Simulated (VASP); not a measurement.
Given:

```
ZrGe2
1.0
    1.87834    -7.40759     0.00000
    1.87834     7.40759     0.00000
    0.00000     0.00000     3.73894
Zr Ge
2 4
Direct
  0.10470   0.89530   0.25000
  0.89530   0.10470   0.75000
  0.44068   0.55932   0.25000
  0.55932   0.44068   0.75000
  0.25011   0.74989   0.75000
  0.74989   0.25011   0.25000
```

These are LDA (Ceperley-Alder, Perdew-Zunger), VASP's LDA PAW potentials (set 64) (plane waves; VASP 6.6.1) values and carry that method's errors. Run with 400 eV cut-off, 9×9×9 Γ-centred mesh, tetrahedra with Blöchl corrections, potentials Zr_sv Ge_d.

**Question.** Tabulate the total density of states (states/eV per cell) against energy (eV; zero at the valence-band maximum or, without a gap, the Fermi level).

**Answer.** 
(E (eV), DOS (states/eV)): (-9.96, 1.29); (-9.75, 1.20); (-9.64, 0.92); (-9.44, 1.06); (-9.33, 1.52); (-9.12, 1.17); (-8.91, 1.03); (-8.80, 1.18); (-8.60, 1.97); (-8.39, 1.82); (-8.28, 2.27); (-8.07, 2.33); (-7.97, 1.88); (-7.76, 1.42); (-7.55, 1.07); (-7.44, 0.89); (-7.23, 0.83); (-7.02, 0.86); (-6.92, 0.88); (-6.71, 0.99); (-6.60, 0.61); (-6.39, 0.28); (-6.18, 0.23); (-6.08, 0.22); (-5.87, 0.35); (-5.66, 0.79); (-5.55, 1.12); (-5.34, 2.06); (-5.24, 2.23); (-5.03, 2.56); (-4.82, 1.79); (-4.71, 1.56); (-4.50, 2.45); (-4.40, 2.25); (-4.19, 1.92); (-3.98, 2.42); (-3.87, 2.67); (-3.66, 2.92); (-3.45, 3.40); (-3.35, 3.73); (-3.14, 4.03); (-3.03, 4.70); (-2.82, 5.01); (-2.61, 5.12); (-2.51, 4.65); (-2.30, 5.71); (-2.09, 4.79); (-1.98, 4.25); (-1.77, 4.00); (-1.67, 3.39); (-1.46, 2.80); (-1.25, 2.43); (-1.15, 2.21); (-0.94, 1.81); (-0.83, 1.60); (-0.62, 1.37); (-0.41, 1.20); (-0.30, 0.91); (-0.10, 1.00); (0.12, 1.50); (0.22, 2.49); (0.43, 2.99); (0.53, 2.44); (0.74, 2.72); (0.95, 3.39); (1.06, 3.37); (1.27, 3.32); (1.48, 3.42); (1.58, 3.82); (1.79, 4.29); (1.90, 4.25); (2.11, 5.04); (2.32, 5.64); (2.42, 5.68); (2.63, 5.90); (2.84, 5.62); (2.95, 4.86); (3.16, 5.49); (3.26, 4.90); (3.47, 3.62)
Within 2 eV below the Fermi level the largest weight inside VASP's projection spheres is Zr d, then Ge p.

The structure comes from a computed database's ZrGe2 entry (Cmcm); how it stands against other phases isn't given here. It was relaxed first, which changed the volume by -5 %.
